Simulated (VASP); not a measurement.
VASP runs on CuI (space group F-43m) share one base input (LDA (Ceperley-Alder, Perdew-Zunger), plane waves, VASP's LDA PAW potentials (set 64)) and change the settings named in each case.

**INCAR**
```
! general
SYSTEM  = CuI
PREC    = Accurate
ENCUT   = 300   ! plane-wave cut-off (eV)
LREAL   = F
LASPH   = T

! electronic loop
EDIFF   = 1E-6
NELM    = 100
ALGO    = Normal   ! blocked Davidson
LMAXMIX = 4

! smearing
ISMEAR  = -1   ! Fermi-Dirac
SIGMA   = 0.02   ! width (eV)

! ions
ISIF    = 2

! output
LWAVE   = F
LCHARG  = F
```

**KPOINTS**
```
Regular mesh
0
Gamma
  8 8 8
```

File POSCAR:
```
CuI
3.0250
  0.0000000000   1.0000000000   1.0000000000
  1.0000000000   0.0000000000   1.0000000000
  1.0000000000   1.0000000000   0.0000000000
Cu I
1 1
Cart
  0.0000000000   0.0000000000   0.0000000000
  0.5000000000   0.5000000000   0.5000000000
```

POTCAR, in this order: Cu I (LDA.64 set). Program: vasp_std.

```tsv
change	E(σ→0) (eV/atom)	pressure (GPa)
base run	-3.4645	-4.50
GGA = PS, POTCAR Cu I (PBE.64 set)	-3.1495	[?]
GGA_COMPAT = .FALSE., LNONCOLLINEAR = .TRUE., LSORBIT = .TRUE., MAGMOM = 0.0 0.0 0.0 0.0 0.0 0.0, program vasp_ncl	-3.5330	[?]
KPOINTS 3×3×3 Γ-centred mesh	-3.3780	-3.63
LDAU = .TRUE., LDAUJ = 0 0, LDAUL = 2 -1, LDAUTYPE = 2, LDAUU = 4.0 0	-2.9123	-3.80
```

Q: Some entries are withheld; supply them.

A: 
- GGA_COMPAT = .FALSE., LNONCOLLINEAR = .TRUE., LSORBIT = .TRUE., MAGMOM = 0.0 0.0 0.0 0.0 0.0 0.0, program vasp_ncl, pressure (GPa): -4.44
- GGA = PS, POTCAR Cu I (PBE.64 set), pressure (GPa): -2.57

Energies of different potentials or functionals have different zeros.  Unless said otherwise, spin-orbit coupling is left out, though it shifts the bands of the heavy elements here. At 300 eV the pressure can carry a Pulay error.

Left out are runs that ran out of time, are held back, or changed the cell or the kind of run, fixed moments of cells without a moment, rows past the twelfth, gaps on odd meshes, pressures of charged cells and columns that move by less than the noise.

The structure is a typed CuI crystal (F-43m). The cell was not relaxed at this level.
